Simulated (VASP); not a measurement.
Data:

```yaml
crystal:
  lattice:
    - [3.11286, 0.00000, 0.00000]
    - [-1.55643, 2.69582, 0.00000]
    - [0.00000, 0.00000, 4.86984]
  atoms:
    - { symbol: Ta, position: [0.66667, 0.33333, 0.74529] }
    - { symbol: Ta, position: [0.33333, 0.66667, 0.25471] }
    - { symbol: N, position: [0.00000, 0.00000, 0.00000] }
```

Method: PBE GGA, VASP's PBE PAW potentials (set 64) (plane waves; VASP). Numerical set-up: 400 eV cut-off, 10×10×6 Γ-centred mesh, Fermi-Dirac smearing of 0.14 eV, potentials Ta_pv N.

Problem. Give the energies of bands 9 to 16 at the high-symmetry points, in eV from the Fermi level.

Solution. 
```csv
band,Γ,M,K,A,L,H
9,-6.03,-6.51,-7.32,-6.21,-6.66,-7.64
10,-6.03,-6.34,-6.19,-6.21,-6.08,-6.36
11,-4.96,-4.52,-3.34,-2.85,-3.27,-2.44
12,-0.65,-2.61,-2.71,-2.64,-2.16,-1.92
13,-0.23,-1.37,-2.71,-1.11,-2.11,-1.92
14,-0.23,1.77,1.28,-1.11,-0.26,0.64
15,0.28,1.89,1.28,1.79,0.73,0.77
16,0.28,3.70,2.94,1.90,3.28,0.77
```

It has no gap at this level: it comes out as a metal or semimetal.

The structure comes from a computed database's Ta2N entry; how it stands against other phases isn't given here. The cell was not relaxed at this level. The electron count is odd and the run is not spin-polarised, which forces a metal. VASP warned that the highest band is occupied, so more bands are needed.
